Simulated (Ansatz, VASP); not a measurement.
# Ga2O3 (glassy Ga2O3) in two plane-wave programs

One calculation is typed for both programs; each brings its own data sets. How far apart do they land? Of the first pair: The cell is taken from a series of runs on this material, whose earlier steps may have relaxed, scaled, displaced or heated it; both programs get it as it stands.

Program: Ansatz 0.2.0. Level of theory: plane waves, with VASP 6.6.1 beside it; single point at revPBE. Results are calculated unless marked as measured.

## 1. Starting point

The cell holds 130 atoms: 52 Ga and 78 O. Cell: a = 11.515 Å, b = 11.515 Å, c = 11.515 Å, α = 90.0°, β = 90.0°, γ = 90.0°. As first built, before any earlier steps moved the atoms (in the runner's words): 130 atoms (52 Fe, 78 O) placed at random at 4.52 g/cm^3, melted at 4500 K for 20 ps at fixed volume with the Morse and Coulomb pair potential with partial charges (Pedone, Malavasi, Menziani, Cormack and Segre, J. Phys. Chem. B 110, 11780 (2006)). Quenched from 4500 K to 300 K at 100 K/ps and fixed volume, held 5 ps. Then Fe was replaced by Ga (the potential has no terms for the new elements, so the cell is a start for a DFT relaxation).

## 2. VASP: single point, revPBE, pair 1

A single point gives forces, pressure and levels at one fixed geometry, so differences don't come from the geometry; what else differs is listed under the comparison.

Lines of VASP's logs that name or quote its potential files are left out, and so is its time.

Input file INCAR:

```
SYSTEM = Ga2O3
PREC = Accurate
ENCUT = 520
EDIFF = 1E-06
NELM = 120
ISMEAR = 0
SIGMA = 0.01
LREAL = Auto
ALGO = Normal
GGA = RE
NBANDS = 672
LORBIT = 11
LWAVE = .FALSE.
LCHARG = .FALSE.
ISIF = 2
LASPH = .TRUE.
GGA_COMPAT = .FALSE.
EFERMI = MIDGAP
NCORE = 4
```

Input file POSCAR:

```
Ga2O3
1.0
   11.5152000000      0.0000000000      0.0000000000
    0.0000000000     11.5152000000      0.0000000000
    0.0000000000      0.0000000000     11.5152000000
Ga O
52 78
Direct
    0.3212200000      0.4086100000      0.8187800000
    0.6112500000      0.9167800000      0.7267300000
    0.7057100000      0.1804000000      0.6333400000
    0.5687700000      0.6397500000      0.7287900000
    0.8661300000      0.9548800000      0.8438500000
    0.5121400000      0.1515600000      0.4427600000
    0.9288600000      0.5780800000      0.2273600000
    0.9034600000      0.3246600000      0.2026000000
    0.0867100000      0.8106300000      0.5597000000
    0.4034100000      0.4248300000      0.3267500000
    0.7593700000      0.8448700000      0.2653600000
    0.1246600000      0.8796200000      0.9395300000
    0.2310800000      0.2769000000      0.4801400000
    0.7323700000      0.5124100000      0.0084300000
    0.2869800000      0.8989500000      0.7256900000
    0.6861400000      0.0108300000      0.0415400000
    0.5716900000      0.7619800000      0.0585100000
    0.3073700000      0.9657600000      0.4233700000
    0.4362600000      0.5129000000      0.0823600000
    0.0461700000      0.0640100000      0.3737500000
    0.4869300000      0.3733200000      0.6184400000
    0.0279200000      0.1619500000      0.6609300000
    0.3685200000      0.7184000000      0.9075500000
    0.8810300000      0.7657800000      0.0712000000
    0.3306400000      0.6227400000      0.5679400000
    0.0442800000      0.1262500000      0.0854900000
    0.0711200000      0.8129600000      0.2536500000
    0.5583400000      0.2574600000      0.8839700000
    0.3211700000      0.8904600000      0.1092200000
    0.3689100000      0.1383400000      0.6706100000
[... 94 atom lines left out ...]
    0.3320200000      0.0677800000      0.0693400000
    0.3170600000      0.8863500000      0.9151500000
    0.4426600000      0.3445900000      0.1229900000
    0.4060900000      0.1591200000      0.8603000000
    0.4811700000      0.3395000000      0.4524800000
    0.4356900000      0.9685500000      0.7030700000
```

Input file KPOINTS:

```
Automatic mesh
0
Gamma
1 1 1
0 0 0
```

Potentials, in the order of the species: Ga_d and O (PBE family, release 64).

The run is started by

```bash
$ mpirun -np 16 vasp_gam
```

Numbers of over 12 decimals in the logs are rounded to 6 here.

The log of the run:

```text
[banner, memory and clock lines left out]
running   16 mpi-ranks, on    1 nodes
[...]
|                                                                             |
|               ----> ADVICE to this user running VASP <----                  |
|                                                                             |
|     You enforced a specific xc type in the INCAR file but a different       |
|     [... a line on the potential file left out ...]
|     I HOPE YOU KNOW WHAT YOU ARE DOING!                                     |
|                                                                             |

 LDA part: xc-table for (Slater+PW92), standard interpolation
 POSCAR, INCAR and KPOINTS ok, starting setup
[...]
entering main loop
       N       E                     dE             d eps       ncg     rms          rms(c)
DAV:   1     0.333509110000E+05    0.33351E+05   -0.39450E+05  1344   0.353E+03
DAV:   2     0.783444237737E+04   -0.25516E+05   -0.24324E+05  1344   0.103E+03
DAV:   3     0.402584312145E+03   -0.74319E+04   -0.69842E+04  1672   0.382E+02
DAV:   4    -0.707110064593E+03   -0.11097E+04   -0.10719E+04  1560   0.152E+02
[...]
DAV:  19    -0.704159357947E+03   -0.63892E-05   -0.62412E-05  1520   0.339E-02    0.616E-03
DAV:  20    -0.704159363076E+03   -0.51293E-05   -0.59382E-05  1536   0.189E-02    0.550E-03
DAV:  21    -0.704159362745E+03    0.33097E-06   -0.67034E-06  1136   0.142E-02
   1 F= -.70415936E+03 E0= -.70415936E+03  d E =0.000000E+00
```

Parts of OUTCAR (step 2):

```text
  FREE ENERGIE OF THE ION-ELECTRON SYSTEM (eV)
  ---------------------------------------------------
  free  energy   TOTEN  =      -704.1593627451 eV

  energy  without entropy=     -704.1593627451  energy(sigma->0) =     -704.15936275

[... 2 further parts left out ...]
[key lines of the parts left out:]
E-fermi :   3.7521
```

The run ends at a pressure of -8.11 GPa, with forces up to 2.4 eV/Å.

## 3. Ansatz: single point, revPBE, pair 1

Ansatz runs on its PAW soft_1 files.

The same cell, functional and mesh now go to Ansatz, which takes its cutoff from its data sets.

Input file input.yaml:

```yaml
crystal:
  lattice:
    - [11.5152, 0.0, 0.0]
    - [0.0, 11.5152, 0.0]
    - [0.0, 0.0, 11.5152]
  atoms:
    - { symbol: Ga, position: [0.32122, 0.40861, 0.81878] }
    - { symbol: Ga, position: [0.61125, 0.91678, 0.72673] }
    - { symbol: Ga, position: [0.70571, 0.1804, 0.63334] }
    - { symbol: Ga, position: [0.56877, 0.63975, 0.72879] }
    - { symbol: Ga, position: [0.86613, 0.95488, 0.84385] }
    - { symbol: Ga, position: [0.51214, 0.15156, 0.44276] }
    - { symbol: Ga, position: [0.92886, 0.57808, 0.22736] }
    - { symbol: Ga, position: [0.90346, 0.32466, 0.2026] }
    - { symbol: Ga, position: [0.08671, 0.81063, 0.5597] }
    - { symbol: Ga, position: [0.40341, 0.42483, 0.32675] }
    - { symbol: Ga, position: [0.75937, 0.84487, 0.26536] }
    - { symbol: Ga, position: [0.12466, 0.87962, 0.93953] }
    - { symbol: Ga, position: [0.23108, 0.2769, 0.48014] }
    - { symbol: Ga, position: [0.73237, 0.51241, 0.00843] }
    - { symbol: Ga, position: [0.28698, 0.89895, 0.72569] }
    - { symbol: Ga, position: [0.68614, 0.01083, 0.04154] }
    - { symbol: Ga, position: [0.57169, 0.76198, 0.05851] }
    - { symbol: Ga, position: [0.30737, 0.96576, 0.42337] }
    - { symbol: Ga, position: [0.43626, 0.5129, 0.08236] }
    - { symbol: Ga, position: [0.04617, 0.06401, 0.37375] }
    - { symbol: Ga, position: [0.48693, 0.37332, 0.61844] }
    - { symbol: Ga, position: [0.02792, 0.16195, 0.66093] }
    - { symbol: Ga, position: [0.36852, 0.7184, 0.90755] }
    - { symbol: Ga, position: [0.88103, 0.76578, 0.0712] }
    - { symbol: Ga, position: [0.33064, 0.62274, 0.56794] }
    - { symbol: Ga, position: [0.04428, 0.12625, 0.08549] }
    - { symbol: Ga, position: [0.07112, 0.81296, 0.25365] }
    - { symbol: Ga, position: [0.55834, 0.25746, 0.88397] }
    - { symbol: Ga, position: [0.32117, 0.89046, 0.10922] }
    - { symbol: Ga, position: [0.36891, 0.13834, 0.67061] }
[... 94 atom lines left out ...]
    - { symbol: O, position: [0.33202, 0.06778, 0.06934] }
    - { symbol: O, position: [0.31706, 0.88635, 0.91515] }
    - { symbol: O, position: [0.44266, 0.34459, 0.12299] }
    - { symbol: O, position: [0.40609, 0.15912, 0.8603] }
    - { symbol: O, position: [0.48117, 0.3395, 0.45248] }
    - { symbol: O, position: [0.43569, 0.96855, 0.70307] }
kpoints:
  mp_grid: { grid: [1, 1, 1] }
hamiltonian:
  xc: revpbe
  pseudopotentials: { kind: paw, azcp: { folder: soft_1 } }
scf:
  occupations: { method: fixed }
output:
  forces: true
```

The run is started by

```bash
$ ansatz run input.yaml --threads 8 --pin off --max-ram 15872MiB --backend cpu --events-out ev --progress --plain --runs-dir out
```

The log of the run:

```text
Engine: ansatz 0.2.0, x86_64-unknown-linux-gnu
Pseudopotentials: kind: paw
Pseudopotential: Ga, paw, valence charge 13, recommended cutoff 420 eV (normal), soft_1/Ga.paw.azcp
Pseudopotential: O, paw, valence charge 6, recommended cutoff 420 eV (normal), soft_1/O.paw.azcp
Functional definition: revPBE
  parameter kappa = 1.245
  parameter beta = 0.066725
  exchange = pbe_x(kappa = kappa, mu = beta*pi^2/3)
  correlation = pbe_c(beta = beta)
Crystal: 130 atoms, lattice volume = 1526.914 Å³
Basis set: ecut = 420 eV, 29855 PW (Γ), exchange–correlation on 160×160×160 points (8 copies of the dense FFT grid, shifted against one another)
Bands: 702, of which v1, the nominal top of the filled ones, is band 572 counted from 1 (571 counted from 0)
Symmetry: 1 space group operations
Space group: P1 (ITA 1), of the structure as read, at distance tolerance 1.2e-4 Å
k-points: 1
Non-local potential: Ga, projectors of the file, l = 0: 2, l = 1: 2, l = 2: 3, l = 3: 1
Non-local potential: O, projectors of the file, l = 0: 2, l = 1: 2, l = 2: 1
PAW form: soft (Blöchl's): semilocal exchange-correlation on the pseudo side does not see the compensation charge
PAW frozen core: Ga, regenerated for the run's functional, and the local potential with it (the file was generated under x = pbe(κ = 0.804, μ = 0.219515), c = pbe(β = 0.066725))
PAW frozen core: O, regenerated for the run's functional, and the local potential with it (the file was generated under x = pbe(κ = 0.804, μ = 0.219515), c = pbe(β = 0.066725))
PAW one-centre angular grid: Ga, 590 points (default); XC on 64 Gauss nodes
PAW one-centre angular grid: O, 110 points (default); XC on 64 Gauss nodes
Initial density: superposition of atomic densities (chi_scale 0.1, normalization cell, long waves kept (reshape's long-wave potential 0.12 eV rms))
Initial wavefunctions: pseudopotential atomic-orbital guess
Functional: x = revpbe(κ = 1.245, μ = 0.219515), c = pbe(β = 0.066725)
SCF iter   1: F=—  HF=-241326.385026 eV  |F-HF|=—  |Δ(HF+E_count)|=         —  Δρ=1.13e-1  dr2=9.01e1  ethr=3.10e-3  ⟨swp⟩=5.0  Hψ=1943  notcnv=0  defer=123
preconditioner: auto → Resta (q_TF=auto, 2.600 Å⁻¹)  ε∞=4.3  [insulator: Δε(μ)=1.162 eV  Ē_g=17.691 eV  n_scr=460 (ndim 8)  ℏωp=32.1 eV  f_vac=0.016  ε∞_Penn≈4.3]
SCF iter   2: F=—  HF=-241303.687854 eV  |F-HF|=—  |Δ(HF+E_count)|=    2.27e1  Δρ=5.13e-2  dr2=1.89e1  ethr=3.10e-3  ⟨swp⟩=3.0  Hψ=1275  notcnv=0  defer=123
SCF iter   3: F=—  HF=-241297.471076 eV  |F-HF|=—  |Δ(HF+E_count)|=    6.22e0  Δρ=1.57e-2  dr2=2.95e0  ethr=1.65e-3  ⟨swp⟩=3.0  Hψ=1158  notcnv=0  defer=125
SCF iter   4: F=—  HF=-241296.735827 eV  |F-HF|=—  |Δ(HF+E_count)|=   7.35e-1  Δρ=4.89e-3  dr2=3.38e-1  ethr=2.58e-4  ⟨swp⟩=3.0  Hψ=1124  notcnv=0  defer=127
SCF iter   5: F=—  HF=-241296.967951 eV  |F-HF|=—  |Δ(HF+E_count)|=   2.32e-1  Δρ=3.40e-3  dr2=1.39e-1  ethr=2.95e-5  ⟨swp⟩=2.0  Hψ=1337  notcnv=0  defer=128
SCF iter   6: F=—  HF=-241297.039177 eV  |F-HF|=—  |Δ(HF+E_count)|=   7.12e-2  Δρ=1.56e-3  dr2=3.33e-2  ethr=1.22e-5  ⟨swp⟩=3.0  Hψ=1128  notcnv=0  defer=128
SCF iter   7: F=—  HF=-241297.047367 eV  |F-HF|=—  |Δ(HF+E_count)|=   8.19e-3  Δρ=4.20e-4  dr2=3.91e-3  ethr=2.91e-6  ⟨swp⟩=2.0  Hψ=1153  notcnv=0  defer=128
SCF iter   8: F=—  HF=-241297.051932 eV  |F-HF|=—  |Δ(HF+E_count)|=   4.57e-3  Δρ=1.78e-4  dr2=6.48e-4  ethr=3.42e-7  ⟨swp⟩=2.0  Hψ=1153  notcnv=0  defer=128
SCF iter   9: F=—  HF=-241297.052845 eV  |F-HF|=—  |Δ(HF+E_count)|=   9.13e-4  Δρ=1.65e-4  dr2=3.94e-4  ethr=5.67e-8  ⟨swp⟩=2.0  Hψ=1152  notcnv=0  defer=125
SCF iter  10: F=—  HF=-241297.052923 eV  |F-HF|=—  |Δ(HF+E_count)|=   7.78e-5  Δρ=3.05e-5  dr2=1.90e-5  ethr=3.44e-8  ⟨swp⟩=2.0  Hψ=1098  notcnv=0  defer=123
SCF iter  11: F=—  HF=-241297.052768 eV  |F-HF|=—  |Δ(HF+E_count)|=   1.54e-4  Δρ=3.77e-5  dr2=1.91e-5  ethr=1.66e-9  ⟨swp⟩=2.0  Hψ=1274  notcnv=0  defer=123
SCF iter  12: F=—  HF=-241297.052768 eV  |F-HF|=—  |Δ(HF+E_count)|=   5.84e-8  Δρ=1.00e-5  dr2=1.53e-6  ethr=1.66e-9  ⟨swp⟩=2.0  Hψ=1149  notcnv=0  defer=123
SCF iter  13: F=—  HF=-241297.052770 eV  |F-HF|=—  |Δ(HF+E_count)|=   1.64e-6  Δρ=3.68e-6  dr2=2.24e-7  ethr=1.34e-10  ⟨swp⟩=2.0  Hψ=1149  notcnv=0  defer=123
SCF iter  14: F=—  HF=-241297.052771 eV  |F-HF|=—  |Δ(HF+E_count)|=   4.81e-7  Δρ=2.91e-6  dr2=1.19e-7  ethr=8.74e-12  ⟨swp⟩=4.0  Hψ=2087  notcnv=0
SCF iter  15: F=-241297.052771 eV  HF=-241297.052771 eV  |F-HF|=3.84e-9  |Δ(HF+E_count)|=   1.57e-8  Δρ=1.08e-6  dr2=1.79e-8  ethr=8.74e-12  ⟨swp⟩=3.0  Hψ=1836  notcnv=0
SCF 1 converged in 15 iterations: F = -241297.052771 eV  dr2 = 1.79e-8
  greatest PAW one-centre occupation: 0.997 electrons in one spin orbital (limit 2), on the Ga atom at site 42 (counted from 0), in its partial waves of l = 2
SCF converged after 15 iterations
Free energy (F): -241297.052771 eV
Harris-Foulkes:  -241297.052771 eV  (|F-HF|=3.84e-9)
Internal energy: -241297.052771 eV  (E = F + TS)
E sigma→0 (E₀):  -241297.052771 eV
Fermi energy:    7.316016 eV
--- Per-component energies (eV) ---
  E_band       = -2802.195071
  E_kinetic    = 18805.126010
  E_local      = -98997.823146  (includes V_loc(G=0)·N_el)
  E_nonlocal   = -526.923639
  E_hartree    = 56525.093316
  E_xc         = -8751.393747
  E_vxc        = -9864.810864  (∫ρ·V_xc dr)
  E_paw        = -116988.166772  (= ΣΔE_a)
  E_vpaw       = -25267.997063  (= ΣTr[D̂ρ^β])
  E_aug_tail   = 0.048535  (compensation charges beyond the density's cutoff)
  E_ewald      = -91357.159257
  E_core_change = -5.854071  (= ΣΔE_core)
  E_smearing   = -0.000000  (= −TS)
  E_closure    = -0.000000  (closes the sum)
  Σ components = -241297.052771   (vs F -241297.052771, Δ=0.00e0)
--- Forces (eV/Å), atoms counted from 1 ---
  atom   1  Ga    -0.67075208     0.51356516     0.85292767
  atom   2  Ga    -1.27366853     0.21651424     0.51924489
  atom   3  Ga    -0.54012463     0.36966581     0.27544797
  atom   4  Ga    -0.70133072     0.82222717    -0.01582367
  atom   5  Ga     0.70321851     0.49555256    -0.57022862
  atom   6  Ga    -1.04654962     0.05402334     0.15889595
  atom   7  Ga    -1.28280082    -1.14383718    -0.19798380
  atom   8  Ga    -0.89085565     0.23040289    -0.12927735
  atom   9  Ga     0.80667087     0.39163874    -0.37505831
  atom  10  Ga     0.25988912    -0.32685119     0.80972544
  atom  11  Ga    -0.18740923    -0.64648454     0.22070897
  atom  12  Ga     0.07496470    -0.95062420     0.13634336
  atom  13  Ga     1.02345390    -0.42053990     0.60134868
  atom  14  Ga     1.30452986    -0.42757843     0.56048616
  atom  15  Ga     0.26670643    -0.14062312    -0.56454886
  atom  16  Ga     0.21500094    -0.28007224    -0.40622267
  atom  17  Ga     0.05741572    -0.38307890    -0.10779776
  atom  18  Ga     0.12247827     0.85588569    -0.20461651
  atom  19  Ga    -0.49512130    -0.80895653     0.69774190
  atom  20  Ga    -0.05743441    -0.83701248    -0.02956264
  atom  21  Ga    -0.03889129    -0.71530587    -0.11795314
  atom  22  Ga    -1.35191882    -0.46799054     1.10638254
  atom  23  Ga    -0.23528230    -1.06529562    -0.57991627
  atom  24  Ga    -0.61466387     0.04977611    -1.03143313
[...]
atom 123  O     -0.11272063     0.39186382     0.70550730
  atom 124  O      0.04590536    -0.12426204     0.32520294
  atom 125  O     -0.20701064    -0.04345614    -0.40434980
  atom 126  O      0.06034770     0.55569708     0.53634795
  atom 127  O      0.43542048     0.73391239     0.35032530
  atom 128  O      0.67960546     0.06714518     0.21799517
  atom 129  O      0.58987314     0.41674027    -0.61749002
  atom 130  O      0.65652922     0.46718748     0.07273401
  max |Σ_I F_I| component: 1.93e-5 eV/Å
```

Reading the cycles: dr2 is the Hartree energy of the density residual (eV), the measure of convergence; HF is the Harris–Foulkes estimate of the energy, which meets the free energy F at convergence.

## 4. Comparison

Known differences besides the potentials themselves: fixed occupations in Ansatz, narrow Gaussian smearing in VASP; the cutoff is 420 eV in Ansatz and 520 eV in VASP (PREC = Accurate, projectors in real space); Ansatz makes its cores anew for this functional, VASP keeps those of its PBE data sets. Total energies have different zeros and are not compared.

Both answers:

| quantity | Ansatz | VASP | difference |
| --- | --- | --- | --- |
| gap on the k mesh (eV) | 0.527 | 0.505 | +0.022 |

Forces on 8 of the 130 atoms, those with the largest forces and the largest differences (eV/Å; atoms numbered as in POSCAR):

| atom | Ansatz x, y, z | VASP x, y, z |
| --- | --- | --- |
| Ga7 | -1.283, -1.144, -0.198 | -1.286, -1.140, -0.197 |
| Ga14 | 1.305, -0.428, 0.560 | 1.314, -0.430, 0.533 |
| Ga22 | -1.352, -0.468, 1.106 | -1.319, -0.492, 1.139 |
| Ga39 | -0.851, -1.599, 0.006 | -0.850, -1.567, -0.003 |
| Ga41 | -0.400, 2.291, -0.647 | -0.390, 2.239, -0.644 |
| O57 | 0.403, -1.008, 1.068 | 0.405, -1.010, 1.080 |
| O58 | 0.868, -1.114, 0.511 | 0.873, -1.087, 0.504 |
| O74 | 0.164, -0.001, 0.081 | 0.142, 0.027, 0.121 |

The forces differ by 14 meV/Å r.m.s., which is 2.5 % of the r.m.s. force of 0.554 eV/Å (both taken over all components). A gap on the mesh is an upper bound, since the band edges may lie between its points.

## 5. Ansatz: relaxation, revPBE

The two programs are compared at the cell with which this relaxation starts, whose forces are those of its first step.

The structure compared here is the start of the Ansatz relaxation; VASP solves that cell, so the two are compared at the walk's first step.

Input file input.yaml:

```yaml
crystal:
  lattice:
    - [11.5152, 0.0, 0.0]
    - [0.0, 11.5152, 0.0]
    - [0.0, 0.0, 11.5152]
  atoms:
    - { symbol: Ga, position: [0.31133, 0.41724, 0.83505] }
    - { symbol: Ga, position: [0.57631, 0.93243, 0.69575] }
    - { symbol: Ga, position: [0.70353, 0.1815, 0.61436] }
    - { symbol: Ga, position: [0.58364, 0.64494, 0.7212] }
    - { symbol: Ga, position: [0.89289, 0.94582, 0.81688] }
    - { symbol: Ga, position: [0.49568, 0.18014, 0.41842] }
    - { symbol: Ga, position: [0.94267, 0.56028, 0.24445] }
    - { symbol: Ga, position: [0.89359, 0.31501, 0.23396] }
    - { symbol: Ga, position: [0.10472, 0.80465, 0.48192] }
    - { symbol: Ga, position: [0.4011, 0.43323, 0.33785] }
    - { symbol: Ga, position: [0.76725, 0.84198, 0.279] }
    - { symbol: Ga, position: [0.14511, 0.87835, 0.93492] }
    - { symbol: Ga, position: [0.22422, 0.28861, 0.48667] }
    - { symbol: Ga, position: [0.77878, 0.5014, 0.01262] }
    - { symbol: Ga, position: [0.28302, 0.87856, 0.68391] }
    - { symbol: Ga, position: [0.6742, 0.99652, 0.96177] }
    - { symbol: Ga, position: [0.57757, 0.74986, 0.02199] }
    - { symbol: Ga, position: [0.32514, 0.97562, 0.41348] }
    - { symbol: Ga, position: [0.40801, 0.53466, 0.10373] }
    - { symbol: Ga, position: [0.04662, 0.07028, 0.35986] }
    - { symbol: Ga, position: [0.4859, 0.36871, 0.62354] }
    - { symbol: Ga, position: [0.02947, 0.14857, 0.65737] }
    - { symbol: Ga, position: [0.36434, 0.69928, 0.89979] }
    - { symbol: Ga, position: [0.87187, 0.79039, 0.0373] }
    - { symbol: Ga, position: [0.35024, 0.62366, 0.58078] }
    - { symbol: Ga, position: [0.0583, 0.14189, 0.08066] }
    - { symbol: Ga, position: [0.06824, 0.80905, 0.22166] }
    - { symbol: Ga, position: [0.54149, 0.22701, 0.83543] }
    - { symbol: Ga, position: [0.33412, 0.87363, 0.10492] }
    - { symbol: Ga, position: [0.36253, 0.13486, 0.65806] }
[... 94 atom lines left out ...]
    - { symbol: O, position: [0.33475, 0.04455, 0.07952] }
    - { symbol: O, position: [0.32585, 0.87817, 0.92621] }
    - { symbol: O, position: [0.46435, 0.38312, 0.16843] }
    - { symbol: O, position: [0.37871, 0.13442, 0.84033] }
    - { symbol: O, position: [0.48803, 0.34566, 0.44784] }
    - { symbol: O, position: [0.41349, 0.97124, 0.66767] }
total_charge: -1
kpoints:
  mp_grid: { grid: [1, 1, 1] }
hamiltonian:
  xc: revpbe
  pseudopotentials: { kind: paw, azcp: { folder: soft_1 } }
scf:
  occupations: { method: fermi_dirac, width: 0.01 }
  lower_state_search: "off"
output:
  forces: true
magnetization:
  spin_polarized: true
  initial_magnetization: 1
relax:
  f_tol: 0.05
  max_steps: 90
```

The log of the run:

```text
[...]
Crystal: 130 atoms, lattice volume = 1526.914 Å³
Basis set: ecut = 420 eV, 29855 PW (Γ), exchange–correlation on 160×160×160 points (8 copies of the dense FFT grid, shifted against one another)
Bands: 703, of which v1, the nominal top of the filled ones, is band 573 counted from 1 (572 counted from 0)
Symmetry: 1 space group operations
[...]
k-points: 1
[...]
Starting moments: Σ|m| = 1 μB on 130 of 130 sites
[...]
- { symbol: O, position: [0.209228, 0.308988, 0.900890] }
    - { symbol: O, position: [0.954547, 0.00298295, 0.677626] }
    - { symbol: O, position: [0.717498, 0.595392, 0.494488] }
    - { symbol: O, position: [0.036445, 0.299843, 0.751760] }
    - { symbol: O, position: [0.192384, 0.232015, 0.124621] }
    - { symbol: O, position: [0.945955, 0.796741, 0.537693] }
    - { symbol: O, position: [0.360206, 0.530354, 0.942293] }
[...]
- { symbol: O, position: [0.463225, 0.382992, 0.168076] }
    - { symbol: O, position: [0.379156, 0.134776, 0.840668] }
    - { symbol: O, position: [0.488209, 0.345893, 0.447986] }
    - { symbol: O, position: [0.413868, 0.971358, 0.667671] }
```

(Continued in part 2 of 2.)

[Lines on the potential files, build, host, timing and source positions are cut from VASP's logs without a mark.]

[Logs are printed without paths, hosts, clocks, repeated set-up lines and the standing remarks that a program may print on its own settings, such as how far it seeks lower states.]

[Hosts, paths, dates, database ids (printed as entryN), source tags and the programs' standing remarks are cut or masked in the printed files.]
